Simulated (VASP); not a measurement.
All values below come from r2SCAN meta-GGA, VASP's PBE PAW potentials (set 64) (plane waves; VASP 6.6.1). Each cell was relaxed at this level, without spin-orbit coupling.

Which of these comes out without a gap?
A) GaP, F-43m (216)
B) La2O3, P-3m1 (164)
C) Tc, P6_3/mmc (194)
D) SiO2, P3_221 (154)

C, Tc, P6_3/mmc (194). The others have gaps of 4.24 eV (La2O3, P-3m1 (164)), 1.85 eV (GaP, F-43m (216)), 6.58 eV (SiO2, P3_221 (154)).
